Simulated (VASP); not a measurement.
Output of a VASP run:

### OSZICAR
```
       N       E                     dE             d eps       ncg     rms          rms(c)
DAV:   1     0.309863112684E+03    0.30986E+03   -0.15449E+04   484   0.121E+03
DAV:   2     0.142865541557E+02   -0.29558E+03   -0.29012E+03   560   0.316E+02
DAV:   3    -0.185930434502E+02   -0.32880E+02   -0.32823E+02   690   0.105E+02
DAV:   4    -0.195787212269E+02   -0.98568E+00   -0.98502E+00   655   0.183E+01
DAV:   5    -0.196155875551E+02   -0.36866E-01   -0.36862E-01   770   0.210E+00    0.250E+01
DAV:   6    -0.186569081286E+02    0.95868E+00   -0.16732E+00   565   0.572E+00    0.158E+01
DAV:   7    -0.183941198197E+02    0.26279E+00   -0.12277E+00   611   0.516E+00    0.179E+00
DAV:   8    -0.183629884090E+02    0.31131E-01   -0.14565E-01   581   0.204E+00    0.426E-01
DAV:   9    -0.183585066246E+02    0.44818E-02   -0.12099E-02   559   0.692E-01    0.330E-01
DAV:  10    -0.183571199409E+02    0.13867E-02   -0.48195E-03   538   0.461E-01    0.125E-01
DAV:  11    -0.183571219003E+02   -0.19594E-05   -0.50363E-04   688   0.148E-01    0.625E-02
DAV:  12    -0.183571475682E+02   -0.25668E-04   -0.32299E-05   606   0.390E-02    0.213E-02
DAV:  13    -0.183571538122E+02   -0.62440E-05   -0.15176E-05   559   0.254E-02    0.118E-02
DAV:  14    -0.183571540106E+02   -0.19838E-06   -0.68754E-07   420   0.636E-03
   1 F= -.18357154E+02 E0= -.18357154E+02  d E =-.173935E-22
```

OUTCAR:
```
------------------------ aborting loop because EDIFF is reached ----------------------------------------
  FORCE on cell =-STRESS in cart. coord.  units (eV):
  Direction    XX          YY          ZZ          XY          YZ          ZX
  --------------------------------------------------------------------------------------
  Total        3.3944023      3.3944023      3.3944023     -0.0000000     -0.0000000      0.0000000
  in kB       34.1223999     34.1223999     34.1223999     -0.0000000     -0.0000000      0.0000000
  external PRESSURE =      34.1223999 kB  Pullay stress =       0.0000000 kB
  volume of cell :      159.38
      direct lattice vectors                 reciprocal lattice vectors
     5.421816000  0.000000000  0.000000000     0.184440047  0.000000000  0.000000000
     0.000000000  5.421816000  0.000000000     0.000000000  0.184440047  0.000000000
     0.000000000  0.000000000  5.421816000     0.000000000  0.000000000  0.184440047
 POSITION                                       TOTAL-FORCE (eV/Angst)
 -----------------------------------------------------------------------------------
      0.00000      0.00000      0.00000         0.000000      0.000000      0.000000
      2.71091      2.71091      2.71091         0.000000      0.000000      0.000000
      0.00000      2.71091      2.71091         0.000000      0.000000      0.000000
      2.71091      2.71091      0.00000         0.000000      0.000000      0.000000
      2.71091      0.00000      2.71091         0.000000      0.000000      0.000000
 -----------------------------------------------------------------------------------
    total drift:                                0.000000      0.000000      0.000000
  FREE ENERGIE OF THE ION-ELECTRON SYSTEM (eV)
  ---------------------------------------------------
  free  energy   TOTEN  =       -18.3571540106 eV

  energy  without entropy=      -18.3571540106  energy(sigma->0) =      -18.35715401
```
(Selected blocks of OUTCAR.)

POSCAR:
```
NaSrCl3
1
    5.4218160000     0.0000000000     0.0000000000
    0.0000000000     5.4218160000     0.0000000000
    0.0000000000     0.0000000000     5.4218160000
Na Sr Cl
1 1 3
Direct
  0.0000000000   0.0000000000   0.0000000000
  0.5000000000   0.5000000000   0.5000000000
  0.0000000000   0.5000000000   0.5000000000
  0.5000000000   0.5000000000   0.0000000000
  0.5000000000   0.0000000000   0.5000000000
```

**Question.** Reconstruct the remaining input files.

**Answer.** One answer among several that fit: the input of the run itself, PW91 GGA, plane waves, VASP's PBE PAW potentials (set 64).

### INCAR
```
SYSTEM = NaSrCl3
PREC = Accurate; ENCUT = 400; LREAL = .FALSE.
LASPH = .TRUE.
EDIFF = 1E-6; NELM = 100; ALGO = Normal
LMAXMIX = 4
ISMEAR = 0; SIGMA = 0.05
GGA = 91
ISIF = 2
LWAVE = .FALSE.; LCHARG = .FALSE.
```

### KPOINTS
```
kpoints
0
gamma
  4 4 4
```

POTCAR, in this order: Na_pv Sr_sv Cl (PBE.64 set). Program: vasp_std.

The structure was generated: NaSrCl3 was put into the cubic-perovskite type (Pm-3m), which need not be its known phase. The cell was not relaxed at this level. The run is one of a series of settings (GGA = 91 against the base run), some of them coarse on purpose.
